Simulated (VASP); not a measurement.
Input:

```
AlTi
1.0
    2.77976     0.00000     0.00000
    0.00000     2.77976     0.00000
    0.00000     0.00000     3.98753
Ti Al
1 1
Cartesian
  0.00000   0.00000   0.00000
  1.38988   1.38988   1.99377
```

All values below come from revTPSS meta-GGA, VASP's PBE PAW potentials (set 64) (plane waves; VASP). Settings: 520 eV cut-off, 13×13×9 Γ-centred mesh, first-order Methfessel-Paxton smearing of 0.10 eV, potentials Ti_sv Al.

What does the run give for the energy per atom (σ→0), pressure, band gap (on the k-mesh) with the smallest direct gap where there is one?

```
Quantity                                                    Result
------------------------  ----------------------------------------
band gap (on the k-mesh)  none (metal, semimetal or under 0.01 eV)
energy per atom (σ→0)                               -6.793 eV/atom
pressure                                                  3.87 GPa
```

The compound is TiAl in the L1_0 structure. This cell is one point of a volume scan, at 0.97 of the reference volume. The electron count is odd and the run is not spin-polarised, which forces a metal.
